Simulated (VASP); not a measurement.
Data:

```
CELL_PARAMETERS angstrom
      5.32247     0.00000     0.00000
      0.00000     5.32247     0.00000
      0.00000     0.00000     5.32247
ATOMIC_POSITIONS crystal
  Zn 0.00000 0.00000 0.00000
  Se 0.26280 0.26280 0.26280
  Se 0.73720 0.73720 0.26280
  Se 0.73720 0.26280 0.73720
  Se 0.26280 0.73720 0.73720
  Be 0.50000 0.50000 0.00000
  Be 0.50000 0.00000 0.50000
  Be 0.00000 0.50000 0.50000
```

Computed with HSE06 screened hybrid, VASP's PBE PAW potentials (set 64) (plane waves; VASP 6.6.1). Run with 400 eV cut-off, 4×4×4 Γ-centred mesh, Gaussian smearing of 0.050 eV, potentials Zn Se Be.

Problem. Give the stress tensor in GPa (positive for a compressed cell).

Solution. 
```
-1.55   0.00   0.00
 0.00  -1.55   0.00
 0.00   0.00  -1.55
```
The pressure is its mean diagonal, -1.55 GPa.

The structure was generated: Be3ZnSe4 was put into an ordered model structure (P-43m), which need not be its known phase. It was relaxed first. The cell's shape comes from a PBE relaxation.
